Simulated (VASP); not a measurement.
Given:

```yaml
crystal:
  lattice:
    - [2.00365, 1.15681, 8.44863]
    - [-2.00365, 1.15681, 8.44863]
    - [0.00000, -2.31362, 8.44863]
  atoms:
    - { symbol: In, position: [0.11083, 0.11083, 0.11083] }
    - { symbol: In, position: [0.00136, 0.00136, 0.00136] }
    - { symbol: Se, position: [0.61752, 0.61752, 0.61752] }
    - { symbol: Se, position: [0.82799, 0.82799, 0.82799] }
```

Calculation: PBEsol GGA, VASP's PBE PAW potentials (set 64) (plane waves; VASP). Settings: 400 eV cut-off, Gaussian smearing of 0.050 eV, potentials In_d Se.

Without a dispersion term in the relaxation, distances and binding between the weakly bound layers, chains or molecules are unreliable, and so is what depends on them. Unless said otherwise, spin-orbit coupling is left out, though it shifts the bands of the heavy elements here.

### Question
What does the run give for the band gap (along the path) with the smallest direct gap where there is one?

### Answer

```yaml
band gap (along the path): 0.38 eV
smallest direct gap (along the path): 0.38 eV
```

The absolute energy has meaning only against runs of the same code, potentials and settings.

The structure comes from a computed database's InSe entry (R3m); how it stands against other phases isn't given here. It was relaxed first.
